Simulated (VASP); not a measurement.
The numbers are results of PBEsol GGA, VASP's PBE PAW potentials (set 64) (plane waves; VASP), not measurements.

The input files of a VASP run:

**POSCAR**
```
Fe
1
   -1.3751217002     1.3751217002     1.3751217002
    1.3751217002    -1.3751217002     1.3751217002
    1.3751217002     1.3751217002    -1.3751217002
Fe
1
Direct
  0.0000000000   0.0000000000   0.0000000000
```

KPOINTS:
```
Automatic mesh
0
Gamma
18 18 18
0 0 0
```

INCAR:
```
SYSTEM  =  Fe
PREC  =  Accurate; ENCUT  =  500; LREAL  =  .FALSE.
LASPH  =  .TRUE.
EDIFF  =  1E-6; NELM  =  100; ALGO  =  Normal
LMAXMIX  =  4
ISMEAR  =  1; SIGMA  =  0.1
GGA  =  PS
ISPIN  =  2; MAGMOM  =  2.1
IBRION  =  2; NSW  =  40; ISIF  =  3
EDIFFG  =  -0.02; PSTRESS  =  100
LWAVE  =  .FALSE.; LCHARG  =  .FALSE.; LORBIT  =  10
```

POTCAR, in this order: Fe (PBE.64 set). Program: vasp_std.

What VASP printed:

### OUTCAR
```
 ion  position               nearest neighbor table
   1  0.000  0.000  0.000-
  LATTYP: Found a body centered cubic cell.
 ALAT       =     2.7502434004
 Subroutine PRICEL returns:
 Original cell was already a primitive cell.
 Subroutine GETGRP returns: Found 48 space group operations
The static configuration has the point symmetry O_h .
The dynamic configuration has the point symmetry O_h .
The overall configuration has the point symmetry O_h .
 Subroutine INISYM returns: Found 48 space group operations
 Subroutine IBZKPT returns following result:
 Found    195 irreducible k-points:

 Following reciprocal coordinates:
            Coordinates               Weight
  0.000000  0.000000  0.000000      1.000000
  0.055556  0.000000  0.000000     12.000000
  0.111111  0.000000  0.000000     12.000000
  0.166667  0.000000  0.000000     12.000000
  0.222222  0.000000  0.000000     12.000000
  0.277778  0.000000  0.000000     12.000000
  0.333333  0.000000  0.000000     12.000000
  0.388889  0.000000  0.000000     12.000000
  0.444444  0.000000  0.000000     12.000000
...
```

### OSZICAR
```
       N       E                     dE             d eps       ncg     rms          rms(c)
DAV:   1     0.139434888303E+02    0.13943E+02   -0.40613E+03  7364   0.108E+03
DAV:   2    -0.983333076632E+01   -0.23777E+02   -0.22509E+02  7059   0.129E+02
DAV:   3    -0.101150458924E+02   -0.28172E+00   -0.28140E+00  7882   0.190E+01
DAV:   4    -0.101162626913E+02   -0.12168E-02   -0.12167E-02  7656   0.116E+00
DAV:   5    -0.101162734221E+02   -0.10731E-04   -0.10732E-04  7606   0.969E-02    0.132E+01
DAV:   6    -0.897192668887E+01    0.11443E+01   -0.12340E+01  7411   0.581E+01    0.457E+00
DAV:   7    -0.892452741574E+01    0.47399E-01   -0.51776E-01  7425   0.118E+01    0.307E+00
DAV:   8    -0.891559331704E+01    0.89341E-02   -0.57372E-03  8695   0.633E-01    0.150E+00
DAV:   9    -0.890684114481E+01    0.87522E-02   -0.65836E-03  8777   0.683E-01    0.372E-01
DAV:  10    -0.890694764120E+01   -0.10650E-03   -0.67891E-04  7803   0.350E-01    0.124E-01
DAV:  11    -0.890693960933E+01    0.80319E-05   -0.18870E-04  7370   0.204E-01    0.239E-02
DAV:  12    -0.890694150204E+01   -0.18927E-05   -0.50577E-06  7162   0.352E-02    0.863E-03
DAV:  13    -0.890694199258E+01   -0.49054E-06   -0.54643E-07  3611   0.790E-03
   1 F= -.82577505E+01 E0= -.82576808E+01  d E =-.825775E+01  mag=     2.0614
```

**OUTCAR**
```
------------------------ aborting loop because EDIFF is reached ----------------------------------------
  FORCE on cell =-STRESS in cart. coord.  units (eV):
  Direction    XX          YY          ZZ          XY          YZ          ZX
  --------------------------------------------------------------------------------------
  Total        0.6536189      0.6536189      0.6536189     -0.0000000      0.0000000     -0.0000000
  in kB      100.6819930    100.6819930    100.6819930     -0.0000000      0.0000000     -0.0000000
  external PRESSURE =       0.6819930 kB  Pullay stress =     100.0000000 kB
  volume of cell :       10.40
      direct lattice vectors                 reciprocal lattice vectors
    -1.375121700  1.375121700  1.375121700     0.000000000  0.363604181  0.363604181
     1.375121700 -1.375121700  1.375121700     0.363604181  0.000000000  0.363604181
     1.375121700  1.375121700 -1.375121700     0.363604181  0.363604181  0.000000000
 POSITION                                       TOTAL-FORCE (eV/Angst)
 -----------------------------------------------------------------------------------
      0.00000      0.00000      0.00000         0.000000      0.000000      0.000000
 -----------------------------------------------------------------------------------
    total drift:                                0.000000      0.000000      0.000000
  FREE ENERGIE OF THE ION-ELECTRON SYSTEM (eV)
  ---------------------------------------------------
  free  energy   TOTEN  =        -8.9069419926 eV

  energy  without entropy=       -8.9067329171  energy(sigma->0) =       -8.90687230
  enthalpy is  TOTEN    =        -8.2577505065 eV   P V=        0.6491914860

 total charge

# of ion       s       p       d       tot
------------------------------------------
    1        0.531   0.630   6.313   7.473

 magnetization (x)

# of ion       s       p       d       tot
------------------------------------------
    1       -0.011  -0.046   2.092   2.035

 reached required accuracy - stopping structural energy minimisation
```
(Selected blocks of OUTCAR.)

### OUTCAR
```
 val. band max:        6.6938857985   @ k =  -0.4444  -0.4444   0.0556

 cond. band min:       6.6963734060   @ k =  -0.3889   0.3889   0.1667


 Fermi energy:         6.6950815006

 spin component 1

 k-point     1 :       0.0000    0.0000    0.0000
  band No.  band energies     occupation
      1      -2.4414      1.00000
      2       4.1341      1.00000
      3       4.1341      1.00000
      4       4.1341      1.00000
      5       5.5828      1.00000
      6       5.5828      1.00000
      7      32.4034      0.00000
      8      32.4034      0.00000
      9      32.4034      0.00000

 k-point     2 :       0.0556    0.0000    0.0000
  band No.  band energies     occupation
      1      -2.3039      1.00000
      2       4.0931      1.00000
      3       4.1307      1.00000
      4       4.2131      1.00000
      5       5.5408      1.00000
      6       5.5861      1.00000
      7      31.5935      0.00000
      8      32.2350      0.00000
      9      32.3451      0.00000

 k-point     3 :       0.1111    0.0000    0.0000
  band No.  band energies     occupation
      1      -1.9007      1.00000
      2       3.9764      1.00000
      3       4.1082      1.00000
      4       4.4441      1.00000
      5       5.4433      1.00000
      6       5.5968      1.00000
      7      29.6948      0.00000
      8      31.6255      0.00000
      9      32.1956      0.00000

 k-point     4 :       0.1667    0.0000    0.0000
  band No.  band energies     occupation
      1      -1.2641      1.00000
      2       3.8009      1.00000
      3       4.0439      1.00000
      4       4.8098      1.00000
      5       5.3619      1.00000
      6       5.6167      1.00000
      7      27.2965      0.00000
      8      30.5665      0.00000
      9      32.0069      0.00000

 k-point     5 :       0.2222    0.0000    0.0000
  band No.  band energies     occupation
      1      -0.4661      1.00000
...
```

The compound is Fe in the bcc structure. It was relaxed first under an external pressure of 10 GPa.
